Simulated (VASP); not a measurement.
A convergence study with VASP on ZnO (wurtzite): one setting is varied, all else stays as given below, so the limit is that of these other settings.

```
ZnO
1.0
    1.62500    -2.81458     0.00000
    1.62500     2.81458     0.00000
    0.00000     0.00000     5.21000
Zn O
2 2
Direct
  0.66667   0.33333   0.50000
  0.33333   0.66667   0.00000
  0.66667   0.33333   0.88200
  0.33333   0.66667   0.38200
```

The numbers are results of PBE GGA, VASP's PBE PAW potentials (set 64) (plane waves; VASP), not measurements. The tightest run used: 700 eV cut-off, 17×17×9 Γ-centred mesh, tetrahedra with Blöchl corrections, potentials Zn O.

```tsv
setting	E (eV/atom)	pressure (GPa)	irreducible k-points
3×3×2 mesh	-4.4278	5.80	6
4×4×2 mesh	-4.4515	5.58	8
5×5×3 mesh	-4.4568	5.60	10
```

Problem. These are the cheaper rows. Estimate the results at 17×17×9 mesh, and how far the last row shown lies from them.

Solution. 
| quantity | tightest run | last row shown is off by |
|---|---|---|
| E (eV/atom) | -4.4587 | 0.0019 |
| pressure (GPa) | 5.61 | -0.01 |

Left out are rungs that failed or repeat a setting and relaxations that didn't move; long series are thinned to 24 rows.

The compound is ZnO in the wurtzite structure. The cell was not relaxed at this level.
